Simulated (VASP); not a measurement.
VASP input:

**POSCAR**
```
GaSb
1
    0.0000000000     3.0500000000     3.0500000000
    3.0500000000     0.0000000000     3.0500000000
    3.0500000000     3.0500000000     0.0000000000
Ga Sb
1 1
Direct
  0.0000000000   0.0000000000   0.0000000000
  0.2500000000   0.2500000000   0.2500000000
```

INCAR:
```
SYSTEM = GaSb
PREC = Accurate
ENCUT = 400
EDIFF = 1E-6
NELM = 60
ALGO = VeryFast
LREAL = .FALSE.
LASPH = .TRUE.
ISMEAR = 0
SIGMA = 0.05
GGA = PE
LMAXMIX = 4
LWAVE = .FALSE.
LCHARG = .FALSE.
ISIF = 2
NELMDL = -1
```

KPOINTS:
```
Automatic mesh
0
Gamma
6 6 6
0 0 0
```

POTCAR, in this order: Ga_d Sb (PBE.64 set). Program: vasp_std.

Output

### standard output
```
...
RMM:  21     0.106337138823E+04   -0.14603E+01   -0.14464E+01   832   0.310E+01    0.113E+01
RMM:  22     0.106301377379E+04   -0.35761E+00   -0.99580E+00   832   0.294E+01    0.107E+01
RMM:  23     0.106254817655E+04   -0.46560E+00   -0.82014E+00   832   0.280E+01    0.107E+01
RMM:  24     0.106233322835E+04   -0.21495E+00   -0.68437E+00   832   0.267E+01    0.108E+01
RMM:  25     0.106207264446E+04   -0.26058E+00   -0.66209E+00   832   0.256E+01    0.109E+01
RMM:  26     0.106169125278E+04   -0.38139E+00   -0.58661E+00   832   0.245E+01    0.109E+01
RMM:  27     0.106139791099E+04   -0.29334E+00   -0.57076E+00   832   0.237E+01    0.107E+01
RMM:  28     0.106158391514E+04    0.18600E+00   -0.50986E+00   816   0.231E+01    0.101E+01
RMM:  29     0.106149888317E+04   -0.85032E-01   -0.49409E+00   832   0.223E+01    0.985E+00
RMM:  30     0.106108579139E+04   -0.41309E+00   -0.40863E+00   832   0.214E+01    0.999E+00
RMM:  31     0.106070772108E+04   -0.37807E+00   -0.38887E+00   832   0.207E+01    0.101E+01
RMM:  32     0.106086408622E+04    0.15637E+00   -0.37737E+00   832   0.204E+01    0.989E+00
RMM:  33     0.106096168836E+04    0.97602E-01   -0.43304E+00   816   0.201E+01    0.937E+00
RMM:  34     0.106088324516E+04   -0.78443E-01   -0.25576E+00   832   0.194E+01    0.925E+00
RMM:  35     0.106085491297E+04   -0.28332E-01   -0.27042E+00   832   0.189E+01    0.872E+00
RMM:  36     0.106096733667E+04    0.11242E+00   -0.28445E+00   825   0.187E+01    0.871E+00
RMM:  37     0.106114037646E+04    0.17304E+00   -0.60079E+00   829   0.195E+01    0.644E+00
RMM:  38     0.106103124313E+04   -0.10913E+00   -0.40376E+00   831   0.190E+01    0.508E+00
RMM:  39     0.106081469135E+04   -0.21655E+00   -0.35166E+00   832   0.185E+01    0.345E+00
RMM:  40     0.106069405770E+04   -0.12063E+00   -0.14101E+00   832   0.175E+01    0.340E+00
RMM:  41     0.106057518462E+04   -0.11887E+00   -0.11107E+00   832   0.167E+01    0.335E+00
RMM:  42     0.106047722030E+04   -0.97964E-01   -0.96426E-01   832   0.160E+01    0.353E+00
RMM:  43     0.106015725201E+04   -0.31997E+00   -0.36624E+00   816   0.162E+01    0.273E+00
RMM:  44     0.106001618601E+04   -0.14107E+00   -0.14116E+00   831   0.156E+01    0.269E+00
RMM:  45     0.105981153061E+04   -0.20466E+00   -0.19765E+00   801   0.152E+01    0.278E+00
RMM:  46     0.105976393204E+04   -0.47599E-01   -0.51256E-01   815   0.146E+01    0.286E+00
RMM:  47     0.105970302643E+04   -0.60906E-01   -0.72236E-01   805   0.142E+01    0.309E+00
RMM:  48     0.105966848016E+04   -0.34546E-01   -0.40017E-01   832   0.138E+01    0.311E+00
RMM:  49     0.105953321082E+04   -0.13527E+00   -0.12325E+00   816   0.136E+01    0.317E+00
RMM:  50     0.105945100242E+04   -0.82208E-01   -0.72923E-01   804   0.133E+01    0.325E+00
RMM:  51     0.105939063750E+04   -0.60365E-01   -0.63569E-01   815   0.130E+01    0.324E+00
RMM:  52     0.105920980018E+04   -0.18084E+00   -0.14691E+00   816   0.130E+01    0.299E+00
RMM:  53     0.105910854162E+04   -0.10126E+00   -0.80518E-01   831   0.127E+01    0.307E+00
RMM:  54     0.105910616893E+04   -0.23727E-02   -0.18506E-01   820   0.124E+01    0.308E+00
RMM:  55     0.105905739450E+04   -0.48774E-01   -0.47401E-01   832   0.121E+01    0.313E+00
RMM:  56     0.105901585797E+04   -0.41537E-01   -0.38440E-01   818   0.119E+01    0.316E+00
RMM:  57     0.105902215403E+04    0.62961E-02   -0.11651E-01   818   0.117E+01    0.316E+00
RMM:  58     0.105900753842E+04   -0.14616E-01   -0.23573E-01   831   0.115E+01    0.317E+00
RMM:  59     0.105905568035E+04    0.48142E-01    0.11806E-01   795   0.113E+01    0.301E+00
RMM:  60     0.105905291844E+04   -0.27619E-02   -0.16301E-01   815   0.112E+01

 -----------------------------------------------------------------------------
|                                                                             |
|           W    W    AA    RRRRR   N    N  II  N    N   GGGG   !!!           |
|           W    W   A  A   R    R  NN   N  II  NN   N  G    G  !!!           |
|           W    W  A    A  R    R  N N  N  II  N N  N  G       !!!           |
|           W WW W  AAAAAA  RRRRR   N  N N  II  N  N N  G  GGG   !            |
|           WW  WW  A    A  R   R   N   NN  II  N   NN  G    G                |
|           W    W  A    A  R    R  N    N  II  N    N   GGGG   !!!           |
|                                                                             |
|     The electronic self-consistency was not achieved in the given           |
|     number of steps (NELM). The forces and other quantities evaluated       |
|     might not be reliable so examine the results carefully. If you find     |
|     spurious results, we suggest increasing NELM, if you were close to      |
|     convergence or switching to a different ALGO or adjusting the           |
|     density mixing parameters otherwise.                                    |
|                                                                             |
 -----------------------------------------------------------------------------

   1 F= 0.10590529E+04 E0= 0.10590533E+04  d E =-.834812E-03
```

File OUTCAR:
```
------------------------ aborting loop EDIFF was not reached (unconverged)  ----------------------------
  FORCE on cell =-STRESS in cart. coord.  units (eV):
  Direction    XX          YY          ZZ          XY          YZ          ZX
  --------------------------------------------------------------------------------------
  Total       16.2340277     16.2340277     16.2340277      0.0000000     -0.0000000      0.0000000
  in kB      458.3606763    458.3606763    458.3606763      0.0000000     -0.0000000      0.0000000
  external PRESSURE =     458.3606763 kB  Pullay stress =       0.0000000 kB
  volume of cell :       56.75
      direct lattice vectors                 reciprocal lattice vectors
     0.000000000  3.050000000  3.050000000    -0.163934426  0.163934426  0.163934426
     3.050000000  0.000000000  3.050000000     0.163934426 -0.163934426  0.163934426
     3.050000000  3.050000000  0.000000000     0.163934426  0.163934426 -0.163934426
  FREE ENERGIE OF THE ION-ELECTRON SYSTEM (eV)
  ---------------------------------------------------
  free  energy   TOTEN  =      1059.0529184372 eV

  energy  without entropy=     1059.0537532487  energy(sigma->0) =     1059.05333584
```
(Selected blocks of OUTCAR.)

Task: Read the log: what went wrong, and how is it fixed?

Result: The cause: ALGO = VeryFast starts from random orbitals with almost no delay (NELMDL = -1). Convergence was not reached. Against the sound run, the energy per atom (σ→0) rises by 533.182 eV/atom; the pressure increases by 43.10 GPa; the band gap decreases by 0.10 eV. To mend it, set ALGO = Normal, remove NELMDL.

The mended run (PBE GGA, plane waves, VASP's PBE PAW potentials (set 64)) converges, and its OSZICAR ends with
```
   1 F= -.73117149E+01 E0= -.73116296E+01  d E =-.170707E-03
```

The compound is GaSb in the zinc blende structure. The cell was not relaxed at this level.
